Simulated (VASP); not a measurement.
An input for Ansatz (written as the equivalent of a VASP run, and not itself run):

Ansatz 0.2 input:
```yaml
crystal:
  lattice:
    - [7.0424550, 0.0000000, 0.0000000]
    - [0.0000000, 9.9122810, 0.0000000]
    - [0.0000000, 0.0000000, 6.9724400]
  atoms:
    - { symbol: Ba, position: [0.0430300, 0.2500000, 0.0087500] }
    - { symbol: Ba, position: [0.9569700, 0.7500000, 0.9912500] }
    - { symbol: Ba, position: [0.4569700, 0.7500000, 0.5087500] }
    - { symbol: Ba, position: [0.5430300, 0.2500000, 0.4912500] }
    - { symbol: Zr, position: [0.0000000, 0.0000000, 0.5000000] }
    - { symbol: Zr, position: [0.5000000, 0.0000000, 0.0000000] }
    - { symbol: Zr, position: [0.5000000, 0.5000000, 0.0000000] }
    - { symbol: Zr, position: [0.0000000, 0.5000000, 0.5000000] }
    - { symbol: S, position: [0.9941600, 0.2500000, 0.5609000] }
    - { symbol: S, position: [0.0058400, 0.7500000, 0.4391000] }
    - { symbol: S, position: [0.5058400, 0.7500000, 0.0609000] }
    - { symbol: S, position: [0.4941600, 0.2500000, 0.9391000] }
    - { symbol: S, position: [0.2132600, 0.9681800, 0.7866200] }
    - { symbol: S, position: [0.7867400, 0.0318200, 0.2133800] }
    - { symbol: S, position: [0.2867400, 0.0318200, 0.2866200] }
    - { symbol: S, position: [0.7132600, 0.9681800, 0.7133800] }
    - { symbol: S, position: [0.7132600, 0.5318200, 0.7133800] }
    - { symbol: S, position: [0.2867400, 0.4681800, 0.2866200] }
    - { symbol: S, position: [0.7867400, 0.4681800, 0.2133800] }
    - { symbol: S, position: [0.2132600, 0.5318200, 0.7866200] }
kpoints:
  mp_grid: { grid: [3, 3, 4] }
hamiltonian:
  xc: pbe
  pseudopotentials: { kind: paw }
scf:
  occupations: { method: gaussian, width: 0.01 }
  max_iter: 100
output: { forces: true, stress: true, eigenvalues: true }
```

Q: Write the VASP files for the same calculation (PBE).

A: One answer among several that fit: 
**INCAR**
```
SYSTEM = BaZrS3
PREC = Accurate; ENCUT = 300; LREAL = Auto
LASPH = .TRUE.
EDIFF = 1E-6; NELM = 100; ALGO = Normal
LMAXMIX = 4
ISMEAR = 0; SIGMA = 0.01
GGA = PE
ISIF = 2
LWAVE = .FALSE.; LCHARG = .FALSE.
```

KPOINTS:
```
Automatic mesh
0
Gamma
3 3 4
0 0 0
```

POSCAR:
```
BaZrS3
1
    7.0424550000     0.0000000000     0.0000000000
    0.0000000000     9.9122810000     0.0000000000
    0.0000000000     0.0000000000     6.9724400000
Ba Zr S
4 4 12
Direct
  0.0430300000   0.2500000000   0.0087500000
  0.9569700000   0.7500000000   0.9912500000
  0.4569700000   0.7500000000   0.5087500000
  0.5430300000   0.2500000000   0.4912500000
  0.0000000000   0.0000000000   0.5000000000
  0.5000000000   0.0000000000   0.0000000000
  0.5000000000   0.5000000000   0.0000000000
  0.0000000000   0.5000000000   0.5000000000
  0.9941600000   0.2500000000   0.5609000000
  0.0058400000   0.7500000000   0.4391000000
  0.5058400000   0.7500000000   0.0609000000
  0.4941600000   0.2500000000   0.9391000000
  0.2132600000   0.9681800000   0.7866200000
  0.7867400000   0.0318200000   0.2133800000
  0.2867400000   0.0318200000   0.2866200000
  0.7132600000   0.9681800000   0.7133800000
  0.7132600000   0.5318200000   0.7133800000
  0.2867400000   0.4681800000   0.2866200000
  0.7867400000   0.4681800000   0.2133800000
  0.2132600000   0.5318200000   0.7866200000
```

POTCAR, in this order: Ba_sv Zr_sv S (PBE.64 set). Program: vasp_std.

What does not carry over: each code has its own PAW files, so the cut-off isn't converted (ENCUT is set for VASP's; basis.ecutwfc is left out, and Ansatz then takes the one that its files recommend); Ansatz stops its SCF on the density residual and VASP on the energy change (EDIFF).

The structure comes from a computed database's BaZrS3 entry; how it stands against other phases isn't given here. The cell was not relaxed at this level.
